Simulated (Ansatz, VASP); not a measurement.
**TaAgO3: VASP beside Ansatz**

One calculation is typed for both programs; each brings its own data sets. How far apart do they land? The cell is taken from a series of runs on this material, whose earlier steps may have relaxed, scaled, displaced or heated it; both programs get it as it stands.

Method: plane waves, with VASP 6.6.1 beside it; dielectric response at PBEsol, in Ansatz 0.2.0.

### 1. Starting point

The structure is cubic, space group Pm-3m (No. 221). The conventional cell has a = 3.999 Å, b = 3.999 Å, c = 3.999 Å, α = 90.00°, β = 90.00°, γ = 90.00°. Ta has 6 O at 2.00 Å nearest. Nearest to Ag lie 12 O at 2.83 Å. O has 2 Ta at 2.00 Å nearest. Farther neighbours and most contacts between anions are not listed.

Structure file:

```
Ta Ag O
1.0
     3.99937    0.00000    0.00000
     0.00000    3.99937    0.00000
     0.00000    0.00000    3.99937
Ta Ag O
1 1 3
Direct
  0.00000 0.00000 0.00000
  0.50000 0.50000 0.50000
  0.00000 0.00000 0.50000
  0.00000 0.50000 0.00000
  0.50000 0.00000 0.00000
```

### 2. VASP: dielectric response, PBEsol

The response to a field tests empty states and converges slowly with the mesh.

Lines of VASP's logs that name or quote its potential files are left out, and so is its time.

Contents of INCAR:

```
SYSTEM = TaAgO3
PREC = Accurate
ENCUT = 520
EDIFF = 1E-08
NELM = 120
ISMEAR = 0
SIGMA = 0.01
LREAL = .FALSE.
ALGO = Normal
GGA = PS
NBANDS = 26
LASPH = .TRUE.
LORBIT = 11
LWAVE = .FALSE.
LCHARG = .FALSE.
ISIF = 2
LEPSILON = .TRUE.
GGA_COMPAT = .FALSE.
KPAR = 2
```

Contents of POSCAR:

```
TaAgO3
1.0
    3.9993700000      0.0000000000      0.0000000000
    0.0000000000      3.9993700000      0.0000000000
    0.0000000000      0.0000000000      3.9993700000
Ta Ag O
1 1 3
Direct
    0.0000000000      0.0000000000      0.0000000000
    0.5000000000      0.5000000000      0.5000000000
    0.0000000000      0.0000000000      0.5000000000
    0.0000000000      0.5000000000      0.0000000000
    0.5000000000      0.0000000000      0.0000000000
```

Contents of KPOINTS:

```
Automatic mesh
0
Gamma
6 6 6
0 0 0
```

Potentials, in the order of the species: Ta_pv, Ag and O (PBE family, release 64).

Started as:

```sh
$ mpirun -np 2 vasp_std
```

Numbers of over 12 decimals in the logs are rounded to 6 here.

The log of the run:

```text
[banner, memory and clock lines left out]
running    2 mpi-ranks, on    1 nodes
 distrk:  each k-point on    1 cores,    2 groups
 distr:  one band on    1 cores,    1 groups

 POSCAR found type information on POSCAR TaAgO
 POSCAR found :  3 types and       5 ions
|                                                                             |
|               ----> ADVICE to this user running VASP <----                  |
|                                                                             |
|     You enforced a specific xc type in the INCAR file but a different       |
|     [... a line on the potential file left out ...]
|     I HOPE YOU KNOW WHAT YOU ARE DOING!                                     |
|                                                                             |

 LDA part: xc-table for (Slater+PW92), standard interpolation
 POSCAR, INCAR and KPOINTS ok, starting setup
 FFT: planning ... GRIDC
 FFT: planning ... GRID_SOFT
 FFT: planning ... GRID
 WAVECAR not read
 entering main loop
       N       E                     dE             d eps       ncg     rms          rms(c)
DAV:   1     0.323638843684E+03    0.32364E+03   -0.22270E+04  1040   0.154E+03
DAV:   2    -0.293200127020E+02   -0.35296E+03   -0.34324E+03  1242   0.399E+02
DAV:   3    -0.488118684114E+02   -0.19492E+02   -0.19356E+02  1270   0.969E+01
DAV:   4    -0.490098944890E+02   -0.19803E+00   -0.19778E+00  1196   0.104E+01
DAV:   5    -0.490121812280E+02   -0.22867E-02   -0.22862E-02  1220   0.106E+00    0.329E+01
DAV:   6    -0.416952802714E+02    0.73169E+01   -0.35062E+01  1220   0.435E+01    0.130E+01
DAV:   7    -0.414158424040E+02    0.27944E+00   -0.21543E+00  1128   0.120E+01    0.901E+00
DAV:   8    -0.413369903968E+02    0.78852E-01   -0.48219E-01  1126   0.584E+00    0.219E+00
DAV:   9    -0.413231644532E+02    0.13826E-01   -0.25320E-02  1090   0.137E+00    0.538E-01
DAV:  10    -0.413205900348E+02    0.25744E-02   -0.15933E-02  1152   0.969E-01    0.907E-02
DAV:  11    -0.413205520531E+02    0.37982E-04   -0.56092E-04  1170   0.195E-01    0.423E-02
DAV:  12    -0.413205481387E+02    0.39144E-05   -0.56035E-05  1188   0.520E-02    0.240E-02
DAV:  13    -0.413205459953E+02    0.21434E-05   -0.19772E-05  1192   0.436E-02    0.539E-03
DAV:  14    -0.413205464510E+02   -0.45568E-06   -0.15483E-06  1180   0.105E-02    0.254E-03
DAV:  15    -0.413205463253E+02    0.12573E-06   -0.18761E-07  1134   0.330E-03    0.579E-04
DAV:  16    -0.413205463416E+02   -0.16313E-07   -0.16497E-08   904   0.941E-04    0.145E-04
DAV:  17    -0.413205463460E+02   -0.43915E-08   -0.74070E-10   552   0.235E-04
   1 F= -.41320546E+02 E0= -.41320546E+02  d E =-.171581E-31
 Linear response reoptimize wavefunctions to high precision
DAV:   1    -0.413205463483E+02   -0.23115E-08   -0.27964E-10   578   0.159E-04
DAV:   2    -0.413205463483E+02   -0.50022E-10   -0.59252E-11   548   0.576E-05
 Linear response G [H, r] |phi>, progress :
  Direction:   1
       N       E                     dE             d eps       ncg     rms
RMM:   1    -0.162986905699E+03   -0.16299E+03    0.30916E+02  1795   0.184E+02
RMM:   2    -0.150563710264E+03    0.12423E+02   -0.29951E+01  1675   0.308E+01
RMM:   3    -0.150549005773E+03    0.14704E-01   -0.14925E+00  1804   0.479E+00
RMM:   4    -0.150560914801E+03   -0.11909E-01   -0.13464E-01  1874   0.114E+00
RMM:   5    -0.150560462883E+03    0.45192E-03   -0.10631E-02  1926   0.284E-01
RMM:   6    -0.150560471099E+03   -0.82159E-05   -0.11583E-03  1883   0.739E-02
RMM:   7    -0.150560468973E+03    0.21260E-05   -0.61705E-05  1870   0.195E-02
RMM:   8    -0.150560468918E+03    0.54993E-07    0.87840E-05  1866   0.701E-03
RMM:   9    -0.150560469188E+03   -0.27009E-06   -0.77074E-05  1778   0.352E-03
RMM:  10    -0.150560469173E+03    0.14864E-07    0.10566E-04  1534   0.271E-03
RMM:  11    -0.150560468975E+03    0.19793E-06    0.16780E-04  1315   0.251E-03
RMM:  12    -0.150560469220E+03   -0.24527E-06    0.14258E-04  1218   0.247E-03
RMM:  13    -0.150560469325E+03   -0.10472E-06   -0.45448E-05  1124   0.245E-03
RMM:  14    -0.150560469803E+03   -0.47814E-06    0.57116E-05  1091   0.245E-03
 Linear response G [H, r] |phi>, progress :
  Direction:   2
       N       E                     dE             d eps       ncg     rms
RMM:   1    -0.177059957869E+03   -0.17706E+03    0.12483E+02  1836   0.183E+02
RMM:   2    -0.165871950366E+03    0.11188E+02   -0.35413E+01  1673   0.339E+01
RMM:   3    -0.165901802903E+03   -0.29853E-01   -0.26833E+00  1804   0.577E+00
RMM:   4    -0.165876361060E+03    0.25442E-01   -0.24954E-01  1910   0.155E+00
RMM:   5    -0.165875363601E+03    0.99746E-03   -0.17684E-02  1920   0.404E-01
RMM:   6    -0.165875432170E+03   -0.68569E-04   -0.16894E-03  1932   0.107E-01
RMM:   7    -0.165875428478E+03    0.36921E-05   -0.96815E-05  1933   0.300E-02
RMM:   8    -0.165875428618E+03   -0.13994E-06    0.93821E-05  1998   0.101E-02
RMM:   9    -0.165875429834E+03   -0.12161E-05    0.31756E-04  1883   0.419E-03
RMM:  10    -0.165875429296E+03    0.53884E-06   -0.73914E-05  1665   0.259E-03
RMM:  11    -0.165875429532E+03   -0.23684E-06   -0.84966E-06  1405   0.217E-03
RMM:  12    -0.165875429622E+03   -0.89278E-07   -0.14945E-04  1277   0.207E-03
RMM:  13    -0.165875429374E+03    0.24763E-06   -0.15854E-04  1190   0.205E-03
[...]
change of polarisation eV/A/(eV/A) component  1 :     1.214    -0.214    -0.111
 dielectric tensor                  component  1 :     4.434    -0.606    -0.315
 Linear response to external field (no local field effect), progress :
  Direction:   2
       N       E                     dE             d eps       ncg     rms          rms(c)
RMM:   1    -0.105527565170E+01   -0.10553E+01   -0.54114E+00  2094   0.539E+00
RMM:   2    -0.111521662067E+01   -0.59941E-01   -0.41590E-02  1731   0.100E+00
RMM:   3    -0.111619078723E+01   -0.97417E-03   -0.36942E-03  1711   0.172E-01
RMM:   4    -0.111626352744E+01   -0.72740E-04   -0.23109E-04  1801   0.375E-02
RMM:   5    -0.111626636257E+01   -0.28351E-05   -0.17433E-05  1801   0.102E-02
RMM:   6    -0.111626653225E+01   -0.16969E-06   -0.14607E-06  1651   0.276E-03
RMM:   7    -0.111626655667E+01   -0.24417E-07   -0.96690E-08  1555   0.843E-04
RMM:   8    -0.111626655776E+01   -0.10885E-08   -0.19698E-07  1311   0.291E-04
RMM:   9    -0.111626655697E+01    0.79058E-09   -0.12708E-07   957   0.169E-04
RMM:  10    -0.111626655798E+01   -0.10170E-08    0.11597E-08   805   0.142E-04
 change of polarisation eV/A/(eV/A) component  2 :    -0.214     2.233    -0.298
 dielectric tensor                  component  2 :    -0.606     7.315    -0.844
 Linear response to external field (no local field effect), progress :
  Direction:   3
       N       E                     dE             d eps       ncg     rms          rms(c)
RMM:   1    -0.139204550322E+01   -0.13920E+01   -0.71958E+00  1988   0.606E+00
RMM:   2    -0.145948328909E+01   -0.67438E-01   -0.46564E-02  1676   0.106E+00
RMM:   3    -0.146040572940E+01   -0.92244E-03   -0.36764E-03  1672   0.171E-01
RMM:   4    -0.146048745903E+01   -0.81730E-04   -0.30850E-04  1763   0.384E-02
RMM:   5    -0.146049043018E+01   -0.29712E-05   -0.13654E-05  1750   0.953E-03
RMM:   6    -0.146049058288E+01   -0.15269E-06   -0.11380E-06  1552   0.242E-03
RMM:   7    -0.146049059459E+01   -0.11715E-07   -0.14826E-07  1428   0.639E-04
RMM:   8    -0.146049059518E+01   -0.59129E-09    0.65422E-08  1157   0.254E-04
 change of polarisation eV/A/(eV/A) component  3 :    -0.111    -0.298     2.921
 dielectric tensor                  component  3 :    -0.315    -0.844     9.263
 Linear response to external field, progress :
  Direction:   1
       N       E                     dE             d eps       ncg     rms          rms(c)
RMM:   1    -0.100672258284E+01   -0.10067E+01   -0.49732E+00  4099   0.528E+00
RMM:   2    -0.106034554271E+01   -0.53623E-01   -0.37639E-02  3395   0.952E-01    0.132E+00
RMM:   3    -0.105112532369E+01    0.92202E-02   -0.13751E-02  3233   0.670E-01    0.768E-01
RMM:   4    -0.107842679712E+01   -0.27301E-01   -0.15456E-02  3419   0.788E-01    0.930E-02
RMM:   5    -0.108332036796E+01   -0.48936E-02   -0.40633E-04  3324   0.129E-01    0.174E-02
RMM:   6    -0.108374821624E+01   -0.42785E-03   -0.35339E-05  3462   0.322E-02    0.818E-03
RMM:   7    -0.108385325805E+01   -0.10504E-03   -0.29214E-06  3492   0.872E-03    0.380E-03
RMM:   8    -0.108400439992E+01   -0.15114E-03   -0.65455E-07  3549   0.471E-03    0.284E-04
RMM:   9    -0.108401664464E+01   -0.12245E-04   -0.41285E-08  3595   0.925E-04    0.178E-04
RMM:  10    -0.108401880297E+01   -0.21583E-05   -0.18446E-08  3519   0.390E-04    0.528E-05
RMM:  11    -0.108401812816E+01    0.67480E-06   -0.45735E-08  2613   0.187E-04    0.260E-05
RMM:  12    -0.108401806283E+01    0.65330E-07   -0.10975E-07  1765   0.155E-04    0.302E-06
 change of polarisation eV/A/(eV/A) component  1 :     2.076    -0.178    -0.237
 dielectric tensor                  component  1 :     6.871    -0.502    -0.670
 Linear response to external field, progress :
  Direction:   2
       N       E                     dE             d eps       ncg     rms          rms(c)
RMM:   1    -0.100675462754E+01   -0.10068E+01   -0.49736E+00  4100   0.528E+00
RMM:   2    -0.106034775831E+01   -0.53593E-01   -0.37419E-02  3399   0.952E-01    0.132E+00
RMM:   3    -0.105112476943E+01    0.92230E-02   -0.13749E-02  3238   0.670E-01    0.768E-01
RMM:   4    -0.107842275054E+01   -0.27298E-01   -0.15454E-02  3425   0.788E-01    0.931E-02
RMM:   5    -0.108331604126E+01   -0.48933E-02   -0.40674E-04  3329   0.129E-01    0.175E-02
RMM:   6    -0.108374721708E+01   -0.43118E-03   -0.35595E-05  3469   0.322E-02    0.819E-03
RMM:   7    -0.108385314536E+01   -0.10593E-03   -0.29246E-06  3502   0.873E-03    0.381E-03
RMM:   8    -0.108400456604E+01   -0.15142E-03   -0.62376E-07  3548   0.473E-03    0.284E-04
RMM:   9    -0.108401670959E+01   -0.12144E-04   -0.50430E-08  3598   0.929E-04    0.178E-04
RMM:  10    -0.108401884406E+01   -0.21345E-05    0.50166E-08  3490   0.395E-04    0.521E-05
RMM:  11    -0.108401818663E+01    0.65743E-06   -0.99914E-09  2605   0.184E-04    0.263E-05
RMM:  12    -0.108401811806E+01    0.68569E-07    0.75708E-08  1780   0.151E-04    0.305E-06
 change of polarisation eV/A/(eV/A) component  2 :    -0.178     2.076    -0.237
 dielectric tensor                  component  2 :    -0.502     6.871    -0.670
 Linear response to external field, progress :
  Direction:   3
       N       E                     dE             d eps       ncg     rms          rms(c)
RMM:   1    -0.100816530619E+01   -0.10082E+01   -0.49877E+00  4091   0.527E+00
RMM:   2    -0.106040093975E+01   -0.52236E-01   -0.37622E-02  3402   0.944E-01    0.132E+00
RMM:   3    -0.105113267826E+01    0.92683E-02   -0.13628E-02  3231   0.668E-01    0.768E-01
RMM:   4    -0.107845145932E+01   -0.27319E-01   -0.15518E-02  3423   0.789E-01    0.930E-02
RMM:   5    -0.108330702319E+01   -0.48556E-02   -0.41374E-04  3328   0.130E-01    0.173E-02
RMM:   6    -0.108374459160E+01   -0.43757E-03   -0.35452E-05  3470   0.320E-02    0.818E-03
RMM:   7    -0.108385453419E+01   -0.10994E-03   -0.28604E-06  3495   0.866E-03    0.379E-03
RMM:   8    -0.108400511489E+01   -0.15058E-03   -0.63591E-07  3544   0.470E-03    0.284E-04
RMM:   9    -0.108401666734E+01   -0.11552E-04   -0.76407E-08  3588   0.916E-04    0.178E-04
RMM:  10    -0.108401883194E+01   -0.21646E-05   -0.42162E-08  3480   0.392E-04    0.518E-05
RMM:  11    -0.108401820464E+01    0.62729E-06    0.11210E-07  2595   0.183E-04    0.264E-05
RMM:  12    -0.108401812900E+01    0.75649E-07   -0.93631E-08  1776   0.151E-04    0.283E-06
 change of polarisation eV/A/(eV/A) component  3 :    -0.130    -0.285     2.076
 dielectric tensor                  component  3 :    -0.367    -0.805     6.871
 Born effective charges drift removed
```

Parts of OUTCAR (step 2):

```text
ion  position               nearest neighbor table
   1  0.000  0.000  0.000-   3 2.00   4 2.00   5 2.00   3 2.00   4 2.00   5 2.00   2 3.46   2 3.46
                             2 3.46   2 3.46   2 3.46   2 3.46   2 3.46   2 3.46
   2  0.500  0.500  0.500-   1 3.46   1 3.46   1 3.46   1 3.46   1 3.46   1 3.46   1 3.46   1 3.46

  LATTYP: Found a simple cubic cell.
 ALAT       =     3.9993700000

 Subroutine GETGRP returns: Found 48 space group operations
 (whereof 48 operations were pure point group operations)

The static configuration has the point symmetry O_h .

 Found     20 irreducible k-points:

   k-points           NKPTS =     20   k-points in BZ     NKDIM =     20   number of bands    NBANDS=     26

   dimension x,y,z NGX =    30 NGY =   30 NGZ =   30
   dimension x,y,z NGXF=    60 NGYF=   60 NGZF=   60

   ENCUT  =  520.0 eV  38.22 Ry    6.18 a.u.   7.44  7.44  7.44*2*pi/ulx,y,z

   NELECT =      40.0000    total number of electrons

 k-points in reciprocal lattice and weights: Automatic mesh
   0.00000000  0.00000000  0.00000000       0.005
   0.16666667  0.00000000  0.00000000       0.028
   0.33333333  0.00000000  0.00000000       0.028
   0.50000000  0.00000000  0.00000000       0.014
   0.16666667  0.16666667  0.00000000       0.056
   0.33333333  0.16666667  0.00000000       0.111
   0.50000000  0.16666667  0.00000000       0.056
   0.33333333  0.33333333  0.00000000       0.056
   0.50000000  0.33333333  0.00000000       0.056
[...]
0.50000000  0.50000000  0.33333333       0.028
   0.50000000  0.50000000  0.50000000       0.005

 average (electrostatic) potential at core
       1 -39.3582       2 -72.8182       3 -70.7545       4 -70.7545       5 -70.7545

  Total       -2.7676034     -2.7676034     -2.7676034      0.0000000      0.0000000     -0.0000000
  in kB      -69.3169875    -69.3169875    -69.3169875      0.0000000      0.0000000     -0.0000000
  external PRESSURE =     -69.3169875 kB  Pullay stress =       0.0000000 kB

  energy-cutoff  :      520.00
  volume of cell :       63.97
      direct lattice vectors                 reciprocal lattice vectors
     3.999370000  0.000000000  0.000000000     0.250039381  0.000000000  0.000000000
     0.000000000  3.999370000  0.000000000     0.000000000  0.250039381  0.000000000
     0.000000000  0.000000000  3.999370000     0.000000000  0.000000000  0.250039381

 POSITION                                       TOTAL-FORCE (eV/Angst)
 -----------------------------------------------------------------------------------
      0.00000      0.00000      0.00000         0.000000      0.000000      0.000000
      1.99968      1.99968      1.99968         0.000000      0.000000      0.000000
      0.00000      0.00000      1.99968         0.000000      0.000000      0.000000
      0.00000      1.99968      0.00000         0.000000      0.000000      0.000000
      1.99968      0.00000      0.00000         0.000000      0.000000      0.000000
 -----------------------------------------------------------------------------------
    total drift:                                0.000000     -0.000000      0.000000

 MACROSCOPIC STATIC DIELECTRIC TENSOR (including local field effects in DFT)
 ------------------------------------------------------
           6.871274    -0.000000    -0.000000
          -0.000000     6.871274     0.000000
           0.000000    -0.000000     6.871274
 ------------------------------------------------------

 PIEZOELECTRIC TENSOR (including local field effects)  for field in x, y, z        (C/m^2)
          XX          YY          ZZ          XY          YZ          ZX
  --------------------------------------------------------------------------------
  x     0.00000     0.00000     0.00000     0.00000     0.00000     0.00000
  y     0.00000     0.00000     0.00000     0.00000     0.00000     0.00000
  z     0.00000     0.00000     0.00000     0.00000     0.00000     0.00000

 BORN EFFECTIVE CHARGES (including local field effects) (in |e|, cummulative output)
 ---------------------------------------------------------------------------------
 ion    1
    1     9.00900     0.00000     0.00000
    2     0.00000     9.00900    -0.00000
    3     0.00000     0.00000     9.00900
 ion    2
    1     1.57301     0.00000    -0.00000
    2    -0.00000     1.57301     0.00000
    3    -0.00000     0.00000     1.57301
 ion    3
    1    -1.83842    -0.00000     0.00000
    2     0.00000    -1.83842    -0.00000
    3    -0.00000     0.00000    -6.90516
 ion    4
    1    -1.83842    -0.00000    -0.00000
    2     0.00000    -6.90516    -0.00000
    3     0.00000    -0.00000    -1.83842
 ion    5
    1    -6.90516    -0.00000    -0.00000
    2    -0.00000    -1.83842     0.00000
    3    -0.00000    -0.00000    -1.83842
```

(Part 1 of 2 ends here.)

[Lines on the potential files, build, host, timing and source positions are cut from VASP's logs without a mark.]

[Logs are printed without paths, hosts, clocks, repeated set-up lines and the standing remarks that a program may print on its own settings, such as how far it seeks lower states.]

[Hosts, paths, dates, database ids (printed as entryN), source tags and the programs' standing remarks are cut or masked in the printed files.]
